In lead telluride the filled Pb p states are centred 0.7 eV below the filled Te p states, although the Pb 6p level itself lies above Te 5p. The centre is an average over occupied states only, and the occupied part of Pb p is mainly the part that Te p draws into the bond. That part should be largest near the bottom of the valence band. The s states follow the simpler rule of the atomic levels: about 10 eV below the valence top for Te and 7 eV for Pb.

VASP 6.6.1 calculation of PbTe with the LMBJ functional, without spin polarisation or spin–orbit coupling, in the 8-atom cubic cell (minimal PAW PBE potentials, 500 eV cutoff, 4×4×4 k mesh, tetrahedron occupations). Electrons and band centres are per atom and projection, over filled states with a window floor of −12 eV; centres are relative to the valence top.

| projection name | projection electrons (e) | projection band centre (eV) |
| --- | --- | --- |
| Pb1_d | 0.110 | -2.290 |
| Pb2_d | 0.110 | -2.290 |
| Pb3_d | 0.110 | -2.290 |
| Pb4_d | 0.110 | -2.290 |
| Pb1_p | 0.960 | -2.790 |
| Pb2_p | 0.960 | -2.790 |
| Pb3_p | 0.960 | -2.790 |
| Pb4_p | 0.960 | -2.790 |
| Te5_p | 2.080 | -2.080 |
| Te6_p | 2.080 | -2.080 |
| Te7_p | 2.080 | -2.080 |
| Te8_p | 2.080 | -2.080 |
| Pb1_s | 1.710 | -7.140 |
| Pb2_s | 1.710 | -7.140 |
| Pb3_s | 1.710 | -7.140 |
| Pb4_s | 1.710 | -7.140 |
| Te5_s | 1.350 | -10.040 |
| Te6_s | 1.350 | -10.040 |
| Te7_s | 1.350 | -10.040 |
| Te8_s | 1.350 | -10.040 |

## Filled shells keep their atomic order

An s electron penetrates closer to the nucleus than a p electron of the same shell, and so it is bound more strongly. Tellurium holds its 5s electrons more tightly than lead holds its 6s pair. Rough recalled free-atom levels, as local-density calculations give them, are −15 eV for Te 5s, −12 eV for Pb 6s, −6.1 eV for Te 5p and −3.8 eV for Pb 6p.

Shift these levels together until Te 5p falls on the computed Te p centre. The two s centres then come out within 1 eV of the table, so their order is that of the atoms. Pb p fails by 3 eV: the atomic estimate puts it just above the valence top, the table at −2.79 eV. The estimate describes the Pb 6p level, which is mainly empty in the crystal, whereas the table averages what is filled.

## How an empty orbital gets filled weight

Let a Te p orbital couple with strength V to a Pb p orbital that lies higher by an energy D. The coupling makes a lower, bonding state and an upper, antibonding one. Only the lower is filled. If it lies a depth x below the original Te level, the two-orbital problem gives

x(x + D) = V², and Pb share = x/(x + x + D).

The same coupling that pushes a state down thus mixes Pb p into it. A state that isn't pushed down remains pure Te p.

In a crystal V differs from state to state, because the orbitals on neighbouring atoms have different relative signs. Take a Te p orbital with a Pb atom on either side. If the two Pb p orbitals have equal signs, their couplings add and the state sinks. If the signs are opposite, the couplings cancel and the state stays high. The valence band therefore runs from states with little Pb p at the top to strongly mixed ones at the bottom, and the average for Pb p is weighted towards the bottom.

The size of D sets how far this goes. A large D leaves little Pb p in the filled states, but what remains is concentrated at depth. As D shrinks towards zero, both atoms share each bonding state equally and their centres coincide.

## The estimate in numbers

Suppose that the states are spread evenly from the valence top down to a depth W. The atomic levels give D = 6.1 − 3.8 = 2.3 eV. The width W = 4.49 eV is chosen so that the Te p centre agrees with the table; the Pb p centre then follows without a further fit. Averaging over the band gives

- mean Pb share: 1/2 − D/(4W) · ln(1 + 2W/D) = 0.296
- mean of depth times Pb share: W/4 − (D/2) · 0.296 = 0.782 eV
- depth of the Pb p centre: 0.782/0.296 = 2.64 eV

The model thus puts Pb p 0.56 eV below Te p, about four fifths of the 0.71 eV in the table. Using the computed gap of 1.13 eV for D instead gives a centre at −2.53 eV, a larger miss. Spin-orbit coupling, left out here, would narrow that gap strongly and split the p states, so the fine offset between the two p centres is less secure than the broad order of s and p. In the limit of very large D the model gives −2.77 eV, closest to the table, but almost no Pb p would then be filled. The model lowers Pb p for any positive D, so the comparison agrees with the direction of the shift but doesn't single out a value of D. The printed output after this text lists all three cases.

## Where the p centre can mislead

A projection takes the part of each wave function inside a sphere around an atom and sorts it by angular shape. It doesn't ask which atom's orbital that part came from. The tail of a Te s orbital that reaches into a Pb sphere can therefore be counted as Pb p, at an energy near −10 eV.

Real mixing of Pb p into the Te s states puts weight at the same depth, and the projection can't tell the two apart. Even a little of such deep weight matters. If 2% of the Pb p electrons sat at the Te s centre, the model's shortfall would be filled; 9% would produce the whole lowering even if the rest of Pb p had the same centre as Te p. The bonding argument is sound theory, but these averages can't say how much of the 0.71 eV belongs to it. That deep weight fills the shortfall is a guess.

## Pb s at the top of the valence band

Return to the Te p orbital between two Pb atoms. When the signs on the two sides are opposite, p–p coupling cancels, but Pb s orbitals now match the two opposite lobes of Te p and couple fully. The Pb s level lies below Te p, so this coupling pushes the Te p state up. By this standard argument the valence top has antibonding Pb s–Te p character.

The Pb s centre at −7.14 eV should therefore be read as an average over a deep main band and smaller contributions elsewhere, one of them near the valence top. It needn't mark the middle of the main band. The same coupling limits the model above, which treats the valence top as an unmixed Te p level. The model also leaves out the Te p weight that this coupling puts into the deep Pb s band, where it lowers the Te p centre used to set W.

## The small Pb d entry

The Pb d row holds only 0.11 electrons per atom. It isn't the filled 5d shell, which this calculation keeps in the frozen core. Its centre lies only 0.21 eV below that of Te p. Most of it is probably Te p density that enters the Pb sphere and looks d-like from there.

## Electron numbers are not charges

The crystal has 20 filled bands in this cell: four mainly Te s, four mainly Pb s and twelve mainly Te p. Both s shells are thus essentially full, even though the projections find only 1.35 electrons for Te s and 1.71 for Pb s. The spheres and the listed projections together catch 62% of the valence electrons, and much of the rest lies between the spheres.

The loss is greatest for the spread-out Te p states, where 2.08 electrons are found for a nominal shell of six, though part of the difference is counted as Pb p. Reading these numbers as oxidation states or shell fillings would make tellurium look badly short of electrons. They are useful for recognising which atom and which angular shape contribute to the filled bands.

Output of the analysis:

```
Projected electrons in the cell, of 40 (e): 24.84
Projected part of all valence electrons (%): 62.1
Pb p part of the projected p electrons (%): 31.58
Pb p centre below Te p centre by (eV): 0.71
Pb d centre below Te p centre by (eV): 0.21
Te s centre below Pb s centre by (eV): 2.9
Pb s centre below Te p centre by (eV): 5.06
Te s centre from atomic levels pinned at Te p (eV): -10.98
Pb s centre from atomic levels pinned at Te p (eV): -7.98
Pb p level from atomic levels pinned at Te p (eV): 0.22
Pb p atomic estimate less table (eV): 3.01
Band width in the model, D from atoms (eV): 4.491
Pb p centre in the model, D from atoms (eV): -2.638
Pb p centre in the model, D from the gap (eV): -2.534
Pb p centre in the weak-mixing limit (eV): -2.773
Pb p share in the model, D from atoms (%): 29.64
Pb p share in the model, D from the gap (%): 36.22
Model lowering of Pb p below Te p, D from atoms (eV): 0.5579
Part of Pb p at the Te s centre that alone would give the whole lowering (%): 8.92
Part of Pb p at the Te s centre that would fill the model shortfall (%): 2.054
```
